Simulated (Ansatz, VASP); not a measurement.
# Cross-check of Sc between VASP and Ansatz, part 2 of 2

One calculation is typed for both programs; each brings its own data sets. How far apart do they land? Of the first pair: The cell is taken from a series of runs on this material, whose earlier steps may have relaxed, scaled, displaced or heated it; both programs get it as it stands.

VASP 6.6.1 and Ansatz 0.2.0.

So far: Set-up; Ansatz: relaxation of cell and atoms, LDA; VASP: relaxation of cell and atoms, LDA; Comparison; Ansatz: relaxation, LDA.

## Step 6: VASP: single point, LDA, pair 2

Level of this step: LDA; plane waves and PAW (Sc_sv) (VASP).

The same cell, functional (in two slightly different forms), mesh and smearing now go to VASP, with its own data sets.

INCAR

```
SYSTEM = Sc
PREC = Accurate
ENCUT = 500
EDIFF = 1E-06
NELM = 120
ISMEAR = 1
SIGMA = 0.2
LREAL = .FALSE.
ALGO = Normal
GGA = CA
NBANDS = 17
LASPH = .TRUE.
LORBIT = 11
LWAVE = .FALSE.
LCHARG = .FALSE.
ISIF = 2
GGA_COMPAT = .FALSE.
KPAR = 2
```

POSCAR

```
Sc
1.0
    3.2950578641      0.0000000000      0.0000000000
   -1.6475289320      2.8536038172      0.0000000000
    0.0000000000      0.0000000000      4.9251447756
Sc
2
Direct
    0.3333333333      0.6666666667      0.2500000000
    0.6666666667      0.3333333333      0.7500000000
```

KPOINTS

```
Automatic mesh
0
Gamma
15 15 8
0 0 0
```

The projector-augmented-wave data sets are Sc_sv (LDA family, release 64).

Run with:

```
$ mpirun -np 2 vasp_std
```

Numbers of over 12 decimals in the logs are rounded to 6 here.

Output:

```text
[... set-up lines as in an earlier step ...]
 entering main loop
       N       E                     dE             d eps       ncg     rms          rms(c)
DAV:   1     0.360906631265E+03    0.36091E+03   -0.10683E+04  4614   0.138E+03
DAV:   2     0.517981694802E+01   -0.35573E+03   -0.34943E+03  6046   0.591E+02
DAV:   3    -0.144227306076E+02   -0.19603E+02   -0.18994E+02  7686   0.176E+02
DAV:   4    -0.147629864327E+02   -0.34026E+00   -0.31519E+00  6663   0.194E+01
[...]
DAV:   9    -0.134353729043E+02    0.90858E-03   -0.56028E-03  6545   0.847E-01    0.207E-02
DAV:  10    -0.134353956249E+02   -0.22721E-04   -0.84234E-05  7227   0.137E-01    0.405E-03
DAV:  11    -0.134353962316E+02   -0.60668E-06   -0.13625E-06  4887   0.145E-02
   1 F= -.13435396E+02 E0= -.13434654E+02  d E =-.222662E-02
```

From OUTCAR (step 6):

```text
  Total       -0.7201552     -0.7201552      0.0184647     -0.0000000      0.0000000      0.0000000
  in kB      -24.9150034    -24.9150034      0.6388169     -0.0000000      0.0000000      0.0000000
  external PRESSURE =     -16.3970633 kB  Pullay stress =       0.0000000 kB

 POSITION                                       TOTAL-FORCE (eV/Angst)
 -----------------------------------------------------------------------------------
     -0.00000      1.90240      1.23129         0.000000      0.000000      0.000000
      1.64753      0.95120      3.69386        -0.000000      0.000000      0.000000
 -----------------------------------------------------------------------------------
    total drift:                               -0.000000      0.000000     -0.000000

  FREE ENERGIE OF THE ION-ELECTRON SYSTEM (eV)
  ---------------------------------------------------
  free  energy   TOTEN  =       -13.4353962316 eV

  energy  without entropy=      -13.4331696108  energy(sigma->0) =      -13.43465402

[... 1 part as in an earlier step ...]

[... 2 further parts left out ...]
[key lines of the parts left out:]
E-fermi :   3.8140
```

The run ends at a pressure of -1.64 GPa.

## Step 7: Side by side

What differs besides the data sets and the points named for the pairs above, as far as they apply: Ansatz's pressure holds a Pulay correction, VASP's none. Total energies have different zeros and are not compared.

The two programs side by side:

```csv
quantity,Ansatz,VASP,difference
pressure (GPa),-1.70,-1.64,-0.06
```

## Step 8: Ansatz: relaxation, LDA

This run makes the geometry at which the two programs are then compared. The cell compared in this pair holds 46.97 Å³, against 46.31 Å³ for the pair before.

The structure compared here is the end of the Ansatz relaxation.

input.yaml

```yaml
crystal:
  lattice:
    - [3.3273623529, 0.0, 0.0]
    - [-1.6636811764, 2.8815803253, 0.0]
    - [0.0, 0.0, 4.9251447756]
  atoms:
    - { symbol: Sc, position: [0.3333333333, 0.6666666667, 0.25] }
    - { symbol: Sc, position: [0.6666666667, 0.3333333333, 0.75] }
kpoints:
  mp_grid: { grid: [15, 15, 8] }
hamiltonian:
  xc: lda
  pseudopotentials: { kind: paw, azcp: { folder: soft_1 }, xc_functional: pbe }
scf:
  occupations: { method: methfessel_paxton, width: 0.2 }
output:
  forces: true
  stress: true
  eigenvalues: true
relax:
  adjacent_minimum: "off"
  f_tol: 0.001
  max_steps: 60
  cell: { stress_tol: 0.01, fix: [a, b, gamma] }
```

Run with:

```
$ ansatz run input.yaml --threads 4 --pin off --max-ram 10240MiB --backend cpu --events-out ev --progress --plain --runs-dir out
```

Output:

```text
[...]
Crystal: 2 atoms, lattice volume = 47.223 Å³
Basis set: ecut = 420 eV, 929 PW (Γ)
Bands: 15, of which v1, the nominal top of the filled ones, is band 11 counted from 1 (10 counted from 0)
Symmetry: 24 space group operations
[...]
k-points: 135 of 1800
[...]
--- Relaxed structure (2 steps of the walk, 2 accepted, 1 SCFs on fresh bases) ---
[...]
cell:  # Å, volume = 46.9684 Å³
    - [3.327362, -2.8867536860305502e-11, 0]
    - [-1.663681, 2.881580, -2.8698283820011845e-19]
    - [0, -4.905058567529821e-19, 4.898636]
  atoms:
    - { symbol: Sc, position: [0.333333, 0.666667, 0.25] }
    - { symbol: Sc, position: [0.666667, 0.333333, 0.750000] }
[key lines of the parts left out:]
SCF converged after 4 iterations
Free energy (F): -4177.995643 eV
Fermi energy:    9.378405 eV
P = ⅓ Tr σ = -2.4799 GPa (-24.799 kbar)
```

## Step 9: VASP: single point, LDA, pair 3

The same cell, functional (in two slightly different forms), mesh and smearing now go to VASP, with its own data sets.

INCAR is that of step 6.

POSCAR

```
Sc
1.0
    3.3273623530      0.0000000000      0.0000000000
   -1.6636811765      2.8815803253      0.0000000000
    0.0000000000      0.0000000000      4.8986362717
Sc
2
Direct
    0.3333333333      0.6666666667      0.2500000000
    0.6666666667      0.3333333333      0.7500000000
```

KPOINTS is that of step 6.

Run with:

```
$ mpirun -np 2 vasp_std
```

Output:

```text
[... set-up lines as in an earlier step ...]
 entering main loop
       N       E                     dE             d eps       ncg     rms          rms(c)
DAV:   1     0.359570484578E+03    0.35957E+03   -0.10772E+04  4646   0.138E+03
DAV:   2     0.610548632235E+01   -0.35346E+03   -0.34646E+03  6152   0.585E+02
DAV:   3    -0.143677101758E+02   -0.20473E+02   -0.19693E+02  7612   0.175E+02
DAV:   4    -0.147660031880E+02   -0.39829E+00   -0.36963E+00  6845   0.204E+01
[...]
DAV:   9    -0.134180682739E+02    0.98593E-03   -0.59949E-03  6665   0.878E-01    0.215E-02
DAV:  10    -0.134180911109E+02   -0.22837E-04   -0.81997E-05  7187   0.138E-01    0.366E-03
DAV:  11    -0.134180916214E+02   -0.51055E-06   -0.12596E-06  4959   0.134E-02
   1 F= -.13418092E+02 E0= -.13417247E+02  d E =-.253443E-02
```

From OUTCAR (step 9):

```text
  Total       -1.0725423     -1.0725423      0.0144566     -0.0000000      0.0000000      0.0000000
  in kB      -36.5863422    -36.5863422      0.4931410     -0.0000000      0.0000000      0.0000000
  external PRESSURE =     -24.2265145 kB  Pullay stress =       0.0000000 kB

 POSITION                                       TOTAL-FORCE (eV/Angst)
 -----------------------------------------------------------------------------------
     -0.00000      1.92105      1.22466        -0.000000      0.000000      0.000000
      1.66368      0.96053      3.67398         0.000000     -0.000000      0.000000
 -----------------------------------------------------------------------------------
    total drift:                                0.000000     -0.000000      0.000000

  FREE ENERGIE OF THE ION-ELECTRON SYSTEM (eV)
  ---------------------------------------------------
  free  energy   TOTEN  =       -13.4180916214 eV

  energy  without entropy=      -13.4155571933  energy(sigma->0) =      -13.41724681

[... 1 part as in an earlier step ...]

[... 2 further parts left out ...]
[key lines of the parts left out:]
E-fermi :   3.7233
```

The run ends at a pressure of -2.42 GPa.

## Step 10: Differences

Both answers:

```csv
quantity,Ansatz,VASP,difference
pressure (GPa),-2.48,-2.42,-0.06
```

## Step 11: What came out

```json
{"difference in volume (relaxation of cell and atoms, LDA)": "-0.17 %", "difference in pressure (single point, LDA, pair 2)": "-0.064 GPa", "difference in pressure (single point, LDA, pair 3)": "-0.057 GPa"}
```

The difference in volume is -0.17 % (relaxation of cell and atoms, LDA), within the 1.2 % picked in this series as the mark of a large difference, as far as the stopping tolerances let one tell. 5 further runs of this series are not shown here. How closely two codes agree says nothing of how well the functional describes the real material.

[Lines on the potential files, build, host, timing and source positions are cut from VASP's logs without a mark.]

[Logs are printed without paths, hosts, clocks, repeated set-up lines and the standing remarks that a program may print on its own settings, such as how far it seeks lower states.]

[Hosts, paths, dates, database ids (printed as entryN), source tags and the programs' standing remarks are cut or masked in the printed files.]
